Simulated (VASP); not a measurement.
# Ti2Br (P4/mmm) in VASP: reference runs

Reference runs on Ti2Br: the cell as given.

All numbers are computed with VASP 6.6.1; they aren't measurements. Logs are shortened: lines on timing, memory, paths and dates and some standing lists are left out, and cuts for length are marked.

### Step 1. The crystal as given

The structure is tetragonal, space group P4/mmm (No. 123). Conventional cell: a = 4.133 Å, b = 4.133 Å, c = 4.464 Å, α = 90.00°, β = 90.00°, γ = 90.00°. Ti (site symmetry mmm) is surrounded by 2 Br at 2.07 Å. Br (site symmetry 4/mmm) has 4 Ti at 2.07 Å as nearest neighbours.

The cell was built by a generator and needn't be a form met in nature.

### Step 2. Single point, PBE

File INCAR:

```
ALGO = Normal ; EDIFF = 1E-7
ENCUT = 520 ; GGA = PE
ISIF = 2 ; ISMEAR = -1
LASPH = T ; LCHARG = F
LREAL = F ; LWAVE = F
NBANDS = 22 ; NELM = 80
PREC = Accurate ; SIGMA = 0.05
```

File KPOINTS:

```
k-points
0
Gamma
  7 7 6
```

File POSCAR:

```
Ti2Br
1.0
    4.1325754900      0.0000000000      0.0000000000
    0.0000000000      4.1325754900      0.0000000000
    0.0000000000      0.0000000000      4.4638796600
Ti Br
2 1
Direct
    0.0000000000      0.5000000000      0.5000000000
    0.5000000000      0.0000000000      0.5000000000
    0.5000000000      0.5000000000      0.5000000000
```

Potentials or basis: VASP PAW PBE potentials, release 64 (Ti_sv, Br).

Run with:

```
$ cat potpaw_PBE.64/Ti_sv/POTCAR potpaw_PBE.64/Br/POTCAR > POTCAR
$ mpirun -np 1 vasp_std > vasp.out
```

OUTCAR:

```text
EDIFF = 1E-7
   ENCUT = 520
   GGA = PE
   ISIF = 2
   ISMEAR = -1
   LASPH = T
   LREAL = F
   NELM = 80
   PREC = Accurate

 ion  position               nearest neighbor table
   1  0.000  0.500  0.500-   3 2.07   3 2.07
   2  0.500  0.000  0.500-   3 2.07   3 2.07
   3  0.500  0.500  0.500-   1 2.07   2 2.07   2 2.07   1 2.07

  LATTYP: Found a simple tetragonal cell.
 ALAT       =     4.1325754900
 C/A-ratio  =     1.0801689336

  Lattice vectors:

 A1 = (   4.1325754900,   0.0000000000,   0.0000000000)
 A2 = (   0.0000000000,   4.1325754900,   0.0000000000)
 A3 = (   0.0000000000,   0.0000000000,   4.4638796600)

Analysis of symmetry for initial positions (statically):
=====================================================================
 Subroutine PRICEL returns:
 Original cell was already a primitive cell.

 Routine SETGRP: Setting up the symmetry group for a
 simple tetragonal supercell.

 Subroutine GETGRP returns: Found 16 space group operations
 (whereof 16 operations were pure point group operations)
 out of a pool of 16 trial point group operations.

The static configuration has the point symmetry D_4h.

Analysis of symmetry for dynamics (positions and initial velocities):
=====================================================================
 Subroutine PRICEL returns:
 Original cell was already a primitive cell.

 Routine SETGRP: Setting up the symmetry group for a
 simple tetragonal supercell.

 Subroutine GETGRP returns: Found 16 space group operations
 (whereof 16 operations were pure point group operations)
 out of a pool of 16 trial point group operations.

The dynamic configuration has the point symmetry D_4h.

 Subroutine INISYM returns: Found 16 space group operations
 (whereof 16 operations are pure point group operations),
 and found     1 'primitive' translations

----------------------------------------------------------------------------------------

                                     Primitive cell

  volume of cell :      76.2349

  direct lattice vectors                    reciprocal lattice vectors
     4.132575490  0.000000000  0.000000000     0.241979851  0.000000000  0.000000000
     0.000000000  4.132575490  0.000000000     0.000000000  0.241979851  0.000000000
     0.000000000  0.000000000  4.463879660     0.000000000  0.000000000  0.224020376

  length of vectors
     4.132575490  4.132575490  4.463879660     0.241979851  0.241979851  0.224020376

  position of ions in fractional coordinates (direct lattice)
     0.000000000  0.500000000  0.500000000
     0.500000000  0.000000000  0.500000000
     0.500000000  0.500000000  0.500000000

  ion indices of the primitive-cell ions
   primitive index   ion index
                 1           1
                 2           2
                 3           3

----------------------------------------------------------------------------------------

 KPOINTS: k-points

Automatic generation of k-mesh.
 Grid dimensions read from file:
 generate k-points for:    7    7    6

 Generating k-lattice:

  Cartesian coordinates                     Fractional coordinates (reciprocal lattice)
     0.034568550  0.000000000  0.000000000     0.142857143  0.000000000  0.000000000
     0.000000000  0.034568550  0.000000000     0.000000000  0.142857143  0.000000000
     0.000000000  0.000000000  0.037336729     0.000000000  0.000000000  0.166666667

  Length of vectors
     0.034568550  0.034568550  0.037336729

  Shift w.r.t. Gamma in fractional coordinates (k-lattice)
     0.000000000  0.000000000  0.000000000

 Subroutine IBZKPT returns following result:
 ===========================================

 Found     40 irreducible k-points:

 Following reciprocal coordinates:
            Coordinates               Weight
  0.000000  0.000000  0.000000      1.000000
  0.142857  0.000000  0.000000      4.000000
  0.285714  0.000000  0.000000      4.000000
  0.428571  0.000000  0.000000      4.000000
  0.142857  0.142857  0.000000      4.000000
  0.285714  0.142857  0.000000      8.000000
[... 16 lines left out ...]
  0.285714  0.000000  0.333333      8.000000
  0.428571  0.000000  0.333333      8.000000
 [... further k-points ...]
   k-points           NKPTS =     40   k-points in BZ     NKDIM =     40   number of bands    NBANDS=     22
   number of dos      NEDOS =    301   number of ions     NIONS =      3
   total plane-waves  NPLWV =  36864
   dimension x,y,z NGX =    32 NGY =   32 NGZ =   36
   dimension x,y,z NGXF=    64 NGYF=   64 NGZF=   72
   ions per type =               2   1
   NGX,Y,Z   is equivalent  to a cutoff of  12.87, 12.87, 13.41 a.u.
   NGXF,Y,Z  is equivalent  to a cutoff of  25.75, 25.75, 26.81 a.u.
 SYSTEM =  unknown system
   PREC   = accura    normal or accurate (medium, high low for compatibility)
   ISTART =      0    job   : 0-new  1-cont  2-samecut
   ICHARG =      2    charge: 1-file 2-atom 10-const
   ISPIN  =      1    spin polarized calculation?
   LNONCOLLINEAR =      F non collinear calculations
   LSORBIT =      F    spin-orbit coupling
   LASPH  =      T    aspherical Exc in radial PAW
   ENCUT  =  520.0 eV  38.22 Ry    6.18 a.u.   7.68  7.68  8.30*2*pi/ulx,y,z
   NELM   =     80;   NELMIN=  2; NELMDL= -5     # of ELM steps
   EDIFF  = 0.1E-06   stopping-criterion for ELM
   LREAL  =      F    real-space projection
   EDIFFG = 0.1E-05   stopping-criterion for IOM
   NSW    =      0    number of steps for IOM
   IBRION =     -1    ionic relax: 0-MD 1-quasi-New 2-CG
   NFREE  =      0    steps in history (QN), initial steepest desc. (CG)
   ISIF   =      2    stress and relaxation
   ISYM   =      2    0-nonsym 1-usesym 2-fastsym
   POTIM  = 0.5000    time-step for ionic-motion
   TEBEG  =    0.0;   TEEND  =   0.0 temperature during run
   PSTRESS=    0.0 pullay stress
   NELECT =      31.0000    total number of electrons
   NUPDOWN=      -1.0000    fix difference up-down
   EMIN   =  10.00;   EMAX   =-10.00  energy-range for DOS
   EFERMI =   0.00;   METHOD = LEGACY
   ISMEAR =    -1;   SIGMA  =   0.05  broadening in eV -4-tet -1-fermi 0-gaus
   EFERMI_NEDOS =   21; number of points for ismear=-14 and -15
   IALGO  =     38    algorithm
   IMIX   =      4    mixing-type and parameters
     AMIX     =   0.40;   BMIX     =  1.00
     AMIX_MAG =   1.60;   BMIX_MAG =  1.00
  volume/ion in A,a.u.               =      25.41       171.49
  Fermi-wavevector in a.u.,A,eV,Ry     =   1.212860  2.291973 20.014573  1.471030
  Thomas-Fermi vector in A             =   2.348331
   LORBIT       =      0    0 simple, 1 ext, 2 COOP (PROOUT), +10 PAW based schemes
   GGA     = PE    functional components
[... 5 lines left out ...]
 non-spin polarized calculation
  energy-cutoff  :      520.00
  volume of cell :       76.23
 maximum number of plane-waves:      2081
 NGX is ok and might be reduce to    32
   NGX = 15   NGY = 15   NGZ = 17

 number of electron      31.0000009 magnetization

 Free energy of the ion-electron system (eV)
  ---------------------------------------------------
  ext. energy  EPLUGINS =         0.00000000
  ---------------------------------------------------
  free energy    TOTEN  =        -9.92356550 eV

  energy without entropy =       -9.88732940  energy(sigma->0) =       -9.90544745

 E-fermi :   4.6278     XC(G=0):  -8.9961

 val. band max:        4.6132729539   @ k =   0.4286   0.4286   0.3333
 cond. band min:       4.6604834207   @ k =   0.4286   0.4286   0.1667
 fundamental gap:      0.0472104668
 Fermi energy:         4.6278373091

 k-point     1 :       0.0000    0.0000    0.0000
  band No.  band energies     occupation
      1     -52.1346      2.00000
      2     -52.0259      2.00000
      3     -28.9648      2.00000
      4     -28.9648      2.00000
      5     -28.5445      2.00000
      6     -28.4530      2.00000
[... 14 lines left out ...]
     21       6.5260      0.00000
     22       8.0433      0.00000

 k-point     2 :       0.1429    0.0000    0.0000
  band No.  band energies     occupation
      1     -52.1293      2.00000
      2     -52.0313      2.00000
      3     -28.9727      2.00000
      4     -28.9554      2.00000
      5     -28.5395      2.00000
      6     -28.4570      2.00000
[... 14 lines left out ...]
     21       6.5203      0.00000
     22       7.9352      0.00000

 k-point     3 :       0.2857    0.0000    0.0000
  band No.  band energies     occupation
      1     -52.1143      2.00000
      2     -52.0466      2.00000
      3     -28.9909      2.00000
      4     -28.9334      2.00000
      5     -28.5257      2.00000
      6     -28.4686      2.00000
[... 14 lines left out ...]
     21       6.6833      0.00000
     22       7.6743      0.00000

 k-point     4 :       0.4286    0.0000    0.0000
  band No.  band energies     occupation
      1     -52.0927      2.00000
      2     -52.0685      2.00000
      3     -29.0059      2.00000
      4     -28.9147      2.00000
      5     -28.5067      2.00000
      6     -28.4859      2.00000
[... 14 lines left out ...]
     21       7.1686      0.00000
     22       7.4326      0.00000

 k-point     5 :       0.1429    0.1429    0.0000
  band No.  band energies     occupation
      1     -52.1245      2.00000
      2     -52.0362      2.00000
      3     -29.0515      2.00000
      4     -28.8775      2.00000
      5     -28.5349      2.00000
      6     -28.4606      2.00000
[... 417 lines left out ...]
 k-point    22 :       0.1429    0.0000    0.3333
  band No.  band energies     occupation
      1     -52.1292      2.00000
      2     -52.0313      2.00000
      3     -28.9725      2.00000
      4     -28.9552      2.00000
      5     -28.5417      2.00000
      6     -28.4586      2.00000
[... 14 lines left out ...]
     21       6.5880      0.00000
     22       7.4789      0.00000

 k-point    23 :       0.2857    0.0000    0.3333
  band No.  band energies     occupation
      1     -52.1143      2.00000
      2     -52.0465      2.00000
      3     -28.9906      2.00000
      4     -28.9332      2.00000
      5     -28.5278      2.00000
      6     -28.4702      2.00000
[... 14 lines left out ...]
     21       6.5993      0.00000
     22       7.6800      0.00000

 k-point    24 :       0.4286    0.0000    0.3333
  band No.  band energies     occupation
      1     -52.0926      2.00000
      2     -52.0684      2.00000
      3     -29.0056      2.00000
      4     -28.9145      2.00000
      5     -28.5086      2.00000
      6     -28.4876      2.00000
[... 14 lines left out ...]
     21       7.0580      0.00000
     22       7.4402      0.00000

 [... further k-points ...]

------------------------ aborting loop because EDIFF is reached ----------------------------------------

  FORCE on cell =-STRESS in cart. coord.  units (eV):
  Direction    XX          YY          ZZ          XY          YZ          ZX
  --------------------------------------------------------------------------------------
  -------------------------------------------------------------------------------------
  Total       28.4489762     28.4489762     -2.7532490      0.0000000      0.0000000     -0.0000000
  in kB      597.8925683    597.8925683    -57.8631409      0.0000000      0.0000000     -0.0000000
  external PRESSURE =     379.3073319 kB  Pullay stress =       0.0000000 kB

 VOLUME and BASIS-vectors are now :
 -----------------------------------------------------------------------------
  energy-cutoff  :      520.00
  volume of cell :       76.23
      direct lattice vectors                 reciprocal lattice vectors
     4.132575490  0.000000000  0.000000000     0.241979851  0.000000000  0.000000000
     0.000000000  4.132575490  0.000000000     0.000000000  0.241979851  0.000000000
     0.000000000  0.000000000  4.463879660     0.000000000  0.000000000  0.224020376

 POSITION                                       TOTAL-FORCE (eV/Angst)
 -----------------------------------------------------------------------------------
      0.00000      2.06629      2.23194         0.000000      0.000000      0.000000
      2.06629      0.00000      2.23194         0.000000      0.000000      0.000000
      2.06629      2.06629      2.23194         0.000000      0.000000      0.000000
 -----------------------------------------------------------------------------------
    total drift:                                0.000000      0.000000     -0.000000

  FREE ENERGIE OF THE ION-ELECTRON SYSTEM (eV)
  ---------------------------------------------------
  free  energy   TOTEN  =        -9.9235654996 eV

  energy  without entropy=       -9.8873294045  energy(sigma->0) =       -9.90544745
```

Wall time 41 s (1 thread of Intel Xeon Platinum 8488C (Sapphire Rapids), shared host); peak memory 0.21 GiB.

What came out:

```yaml
Free_energy: -9.9236 eV
Pressure: 37.9 GPa
Band_gap_on_the_k_mesh: none (metal or under the smearing width)
```

Caveat: a pressure of tens of GPa on the cell as given is suspect, and the run, the potentials or the cell itself is likely at fault; this functional lacks dispersion, which binds the layers, so the pressure and a relaxed spacing across them are unreliable; an odd number of electrons without spin polarisation forces a metal; a magnetic or distorted state may lie lower; semilocal functionals often make such compounds metallic where correlation or magnetic order opens a gap, which also shifts bond lengths.
